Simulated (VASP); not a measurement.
Level of theory: PBE GGA with D3 dispersion (Becke-Johnson damping), VASP's PBE PAW potentials (set 64) (plane waves; VASP).

Input for VASP

INCAR:
```
ALGO=Normal
EDIFF=1E-7
EDIFFG=-0.01
ENCUT=520
GGA=PE
IBRION=2
ISIF=4
ISMEAR=1
IVDW=12
LASPH=T
LCHARG=F
LREAL=F
LWAVE=F
NELM=100
NSW=30
PREC=Accurate
SIGMA=0.1
SYSTEM=MgB2
```

KPOINTS:
```
kpoints
0
gamma
 12 12 9
0 0 0
```

POSCAR:
```
MgB2
1.0
  1.5266942512  -2.6443115308   0.0000000000
  1.5266942512   2.6443115308   0.0000000000
  0.0000000000   0.0000000000   3.4449192870
Mg B
1 2
Cartesian
  0.0000000000   0.0000000000   0.0000000000
  1.5266942512   0.8814389398   1.7224596435
  1.5266942512  -0.8814389398   1.7224596435
```

POTCAR, in this order: Mg B (PBE.64 set). Program: vasp_std.

Question: What does the run give for the energy per atom (σ→0), dispersion energy, band gap (on the k-mesh)?

Answer: 
```json
{
 "energy per atom (σ→0)": "-5399 meV/atom",
 "dispersion_energy": "-0.885 eV",
 "band gap (on the k-mesh)": "none (metal, semimetal or under 0.01 eV)"
}
```

OSZICAR:
```
...
   1 F= -.16195341E+02 E0= -.16195412E+02  d E =-.161953E+02
       N       E                     dE             d eps       ncg     rms          rms(c)
DAV:   1    -0.153110705512E+02   -0.57789E-03   -0.98888E-03  2144   0.776E-01    0.597E-02
DAV:   2    -0.153108686730E+02    0.20188E-03   -0.42308E-04  2088   0.135E-01    0.271E-02
DAV:   3    -0.153108261151E+02    0.42558E-04   -0.17994E-04  1872   0.739E-02    0.562E-03
DAV:   4    -0.153108255124E+02    0.60267E-06   -0.52113E-06  1864   0.187E-02    0.123E-03
DAV:   5    -0.153108254365E+02    0.75948E-07   -0.38078E-07  1872   0.369E-03
   2 F= -.16195673E+02 E0= -.16195743E+02  d E =-.331692E-03
```

The compound is MgB2 in the AlB2 type structure. This run relaxes it. Symmetry was kept, so distortions that lower it aren't found.
